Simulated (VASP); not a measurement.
Here is the system:

```
CELL_PARAMETERS angstrom
      1.22705    -2.12531     0.01227
      1.22705     2.12531     0.01227
      0.03958     0.00000     3.95823
ATOMIC_POSITIONS crystal
  Co 0.33333 0.66667 0.25000
  Co 0.66667 0.33333 0.75000
```
Starting moments (μB, in the order of the record's atoms Co Co): 1.6 1.6.

Calculation: PBEsol GGA, VASP's PBE PAW potentials (set 64) (plane waves; VASP). Run with 480 eV cut-off, 16×16×8 Γ-centred mesh, first-order Methfessel-Paxton smearing of 0.10 eV, potentials Co.

Give the stress tensor in GPa (positive for a compressed cell).

```
-0.07   0.00  -2.36
 0.00  -0.08   0.00
-2.36   0.00   0.53
```
The pressure is its mean diagonal, 0.13 GPa.

The compound is Co in the hcp structure. This cell was strained or had an atom moved on purpose.
